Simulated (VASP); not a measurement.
## Al3Ni2 (sg164): computed properties

Level of theory: PBEsol GGA, VASP's PBE PAW potentials (set 64) (plane waves; VASP).

```json
{
  "space_group": "P-3m1 (164)",
  "cell": "a = b = 3.995 Å, c = 4.876 Å, α = β = 90.00°, γ = 120.00°",
  "volume_per_atom": "13.48 Å³/atom",
  "band gap (over mesh and band path)": "none (metal, semimetal or under 0.01 eV)",
  "cell_moment": "0.00 μB",
  "density": "4.89 g/cm³"
}
```

```xyz
5
Lattice="1.9975 -3.4598 0.0000 1.9975 3.4598 0.0000 0.0000 0.0000 4.8758" Properties=species:S:1:pos:R:3 pbc="T T T"
Al     0.0000     0.0000     0.0000
Al     1.9975     1.1533     3.1582
Al     1.9975    -1.1533     1.7176
Ni     1.9975     1.1533     0.7117
Ni     1.9975    -1.1533     4.1641
```

The compound is Al3Ni2 in the sg164 structure. It was relaxed first. Symmetry was kept, so distortions that lower it aren't found.
